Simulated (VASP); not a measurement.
Wanted: the native input for a VASP 6.6.1 run.

| Item | Value |
| --- | --- |
| Task | relaxation of cell and atoms |
| Functional | PBE |
| Potentials or basis | VASP PAW PBE potentials, release 64 (Hf_pv, Ge_d) |
| Cutoff | 520 eV |
| k mesh | 6 × 6 × 6 |
| Occupations | gaussian, width 0.15 eV |
| Spin | no spin polarisation |
| Further INCAR settings | PREC = Normal; ALGO = Fast; EDIFF = 0.0001; IBRION = 2; EDIFFG = -0.08; NSW = 24; ISIF = 3 |

The structure of HfGe lies in POSCAR:

```
HfGe
1.0
    3.3300000000      0.0000000000      0.0000000000
    0.0000000000      3.3300000000      0.0000000000
    0.0000000000      0.0000000000      3.3300000000
Hf Ge
1 1
Direct
    0.0000000000      0.0000000000      0.0000000000
    0.5000000000      0.5000000000      0.5000000000
```

The cell was built by a generator and needn't be a form met in nature.

One way to write it, as run:

INCAR

```
PREC = Normal
ENCUT = 520
EDIFF = 1E-4
ISMEAR = 0
SIGMA = 0.15
LREAL = F
LASPH = T
NELM = 60
ALGO = Fast
ISIF = 3
LWAVE = F
LCHARG = F
GGA = PE
IBRION = 2
NSW = 24
EDIFFG = -0.08
```

KPOINTS

```
regular mesh
0
Gamma
  6 6 6
```

Potentials or basis: VASP PAW PBE potentials, release 64 (Hf_pv, Ge_d).

Run with:

```sh
$ cat potpaw_PBE.64/Hf_pv/POTCAR potpaw_PBE.64/Ge_d/POTCAR > POTCAR
$ mpirun -np 1 vasp_std > vasp.out
```

It gave:

The relaxed volume is 18.55 Å³/atom. The relaxed cell is a = 3.335 Å, b = 3.335 Å, c = 3.335 Å, α = 90.00°, β = 90.00°, γ = 90.00° and the space group after relaxing (to 0.05 Å) is Pm-3m (No. 221). The energy gained by relaxing is 0.7 meV/atom, the ionic steps are 13 and the pressure after relaxing is 0.5 GPa. The band gap on the k mesh is none (metal or under the smearing width).

It took 27 s on 1 thread of Intel(R) Xeon(R) 6975P-C (Granite Rapids), with other jobs on the host, peak memory 0.13 GiB.
